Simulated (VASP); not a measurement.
Output of a VASP run:

File OSZICAR:
```
...
DAV:   3    -0.294762498461E+02    0.87199E-03   -0.65818E-03  2824   0.445E-01    0.234E-01
DAV:   4    -0.294758557424E+02    0.39410E-03   -0.27604E-03  2696   0.349E-01    0.157E-01
DAV:   5    -0.294758161555E+02    0.39587E-04   -0.12223E-03  2712   0.278E-01    0.437E-02
DAV:   6    -0.294757658951E+02    0.50260E-04   -0.12221E-04  2696   0.775E-02    0.268E-02
DAV:   7    -0.294757445233E+02    0.21372E-04   -0.82563E-05  2696   0.314E-02    0.889E-03
DAV:   8    -0.294757430967E+02    0.14265E-05   -0.87901E-06  1484   0.203E-02
   2 F= -.29475743E+02 E0= -.29475881E+02  d E =-.490249E-01
       N       E                     dE             d eps       ncg     rms          rms(c)
DAV:   1    -0.294514501465E+02    0.24294E-01   -0.83522E+01  2496   0.332E+01    0.118E+00
DAV:   2    -0.295349209491E+02   -0.83471E-01   -0.86196E-01  2656   0.478E+00    0.911E-01
DAV:   3    -0.295303826025E+02    0.45383E-02   -0.32158E-02  2804   0.993E-01    0.504E-01
DAV:   4    -0.295287323595E+02    0.16502E-02   -0.13978E-02  2700   0.786E-01    0.316E-01
DAV:   5    -0.295286352110E+02    0.97148E-04   -0.44419E-03  2736   0.552E-01    0.894E-02
DAV:   6    -0.295283682744E+02    0.26694E-03   -0.55016E-04  2736   0.142E-01    0.502E-02
DAV:   7    -0.295282948505E+02    0.73424E-04   -0.34155E-04  2736   0.643E-02    0.150E-02
DAV:   8    -0.295282927368E+02    0.21137E-05   -0.29400E-05  1828   0.391E-02
   3 F= -.29528293E+02 E0= -.29528937E+02  d E =-.101575E+00
       N       E                     dE             d eps       ncg     rms          rms(c)
DAV:   1    -0.295273026395E+02    0.99221E-03   -0.23695E+00  2496   0.559E+00    0.204E-01
DAV:   2    -0.295296763329E+02   -0.23737E-02   -0.24323E-02  2652   0.805E-01    0.161E-01
DAV:   3    -0.295295284833E+02    0.14785E-03   -0.93896E-04  2792   0.164E-01    0.889E-02
DAV:   4    -0.295294898861E+02    0.38597E-04   -0.42977E-04  2700   0.136E-01    0.511E-02
DAV:   5    -0.295294901518E+02   -0.26573E-06   -0.12153E-04  2700   0.939E-02    0.164E-02
DAV:   6    -0.295294814070E+02    0.87448E-05   -0.15668E-05  1588   0.240E-02
   4 F= -.29529481E+02 E0= -.29530038E+02  d E =-.102763E+00
       N       E                     dE             d eps       ncg     rms          rms(c)
DAV:   1    -0.295311364440E+02   -0.16463E-02   -0.23748E+00  2496   0.565E+00    0.103E-01
DAV:   2    -0.295332958322E+02   -0.21594E-02   -0.21785E-02  2616   0.764E-01    0.878E-02
DAV:   3    -0.295331939691E+02    0.10186E-03   -0.47397E-04  2812   0.106E-01    0.613E-02
DAV:   4    -0.295331032938E+02    0.90675E-04   -0.25502E-04  2720   0.646E-02    0.284E-02
DAV:   5    -0.295331030886E+02    0.20520E-06   -0.10043E-04  2724   0.594E-02    0.132E-02
DAV:   6    -0.295331002801E+02    0.28085E-05   -0.87773E-06  1444   0.244E-02
   5 F= -.29533100E+02 E0= -.29533620E+02  d E =-.361887E-02
       N       E                     dE             d eps       ncg     rms          rms(c)
DAV:   1    -0.295322435884E+02    0.85950E-03   -0.25037E+00  2496   0.580E+00    0.108E-01
DAV:   2    -0.295345258809E+02   -0.22823E-02   -0.23016E-02  2596   0.784E-01    0.911E-02
DAV:   3    -0.295344173208E+02    0.10856E-03   -0.50289E-04  2796   0.108E-01    0.635E-02
DAV:   4    -0.295343214811E+02    0.95840E-04   -0.29484E-04  2696   0.679E-02    0.271E-02
DAV:   5    -0.295343241928E+02   -0.27117E-05   -0.88466E-05  2712   0.566E-02
   6 F= -.29534324E+02 E0= -.29534763E+02  d E =-.484279E-02
```

### OUTCAR
```
------------------------ aborting loop because EDIFF is reached ----------------------------------------
  FORCE on cell =-STRESS in cart. coord.  units (eV):
  Direction    XX          YY          ZZ          XY          YZ          ZX
  --------------------------------------------------------------------------------------
  Total       -3.5338454     -2.2826958     -0.5386265      0.0000000      0.0000000      0.0000000
  in kB      -18.1117396    -11.6993211     -2.7605802      0.0000000      0.0000000      0.0000000
  external PRESSURE =     -10.8572136 kB  Pullay stress =       0.0000000 kB
  volume of cell :      312.61
      direct lattice vectors                 reciprocal lattice vectors
     2.885642526  0.000000000  0.000000000     0.346543271  0.000000000  0.000000000
     0.000000000  4.080914326  0.000000000     0.000000000  0.245043125  0.000000000
     0.000000000  0.000000000 26.545930596     0.000000000  0.000000000  0.037670557
 POSITION                                       TOTAL-FORCE (eV/Angst)
 -----------------------------------------------------------------------------------
      0.00000      0.00000      8.31624         0.000000      0.000000      0.029303
      1.44282      2.04046      9.56900         0.000000      0.000000      0.024665
      0.00000      0.00000     11.13776         0.000000      0.000000     -0.007063
      1.44282      2.04046     12.52977         0.000000      0.000000     -0.007399
      0.00000      0.00000     14.01616         0.000000      0.000000      0.007399
      1.44282      2.04046     15.40817         0.000000      0.000000      0.007063
      0.00000      0.00000     16.97693         0.000000      0.000000     -0.024665
      1.44282      2.04046     18.22969         0.000000      0.000000     -0.029303
 -----------------------------------------------------------------------------------
    total drift:                                0.000000      0.000000      0.000000
  FREE ENERGIE OF THE ION-ELECTRON SYSTEM (eV)
  ---------------------------------------------------
  free  energy   TOTEN  =       -29.5343241928 eV

  energy  without entropy=      -29.5356419631  energy(sigma->0) =      -29.53476345

 reached required accuracy - stopping structural energy minimisation
```
(Selected blocks of OUTCAR.)

POSCAR:
```
Au(110) slab
1
    2.8856425260    -0.0000000000    -0.0000000000
   -0.0000000000     4.0809143258     0.0000000000
    0.0000000000     0.0000000000    26.5459305958
Au
8
Direct
  0.0000000000   0.0000000000   0.3097680000
  0.5000000000   0.5000000000   0.3641200000
  0.0000000000   0.0000000000   0.4184720000
  0.5000000000   0.5000000000   0.4728240000
  0.0000000000   0.0000000000   0.5271760000
  0.5000000000   0.5000000000   0.5815280000
  0.0000000000   0.0000000000   0.6358800000
  0.5000000000   0.5000000000   0.6902320000
```

Problem. Write an INCAR and KPOINTS that could have produced this output.

Solution. This is not unique; one that fits is the input of the run itself, PBEsol GGA, plane waves, VASP's PBE PAW potentials (set 64).

**INCAR**
```
ALGO = Normal   ! blocked Davidson
DIPOL = 0.5 0.5 0.5
ISIF = 2   ! forces and stress, cell fixed
ISMEAR = 1
SYSTEM = Au(110) slab
LASPH = .TRUE.
PREC = Normal
NSW = 50
NELMIN = 4
LDIPOL = .TRUE.
LMAXMIX = 6
EDIFF = 1E-5   ! SCF stop (eV)
LWAVE = .TRUE.
IDIPOL = 3
NELM = 100   ! most electronic steps
EDIFFG = -0.03
LREAL = .FALSE.   ! projection in real space or not
LCHARG = .FALSE.
IBRION = 2   ! conjugate gradients
ENCUT = 400
GGA = PS
SIGMA = 0.1
```

### KPOINTS
```
Automatic mesh
0
Gamma
10 7 1
0 0 0
```

POTCAR, in this order: Au (PBE.64 set). Program: vasp_std.

The cell is a thin slab with vacuum, built from Au (fcc): (110) face.
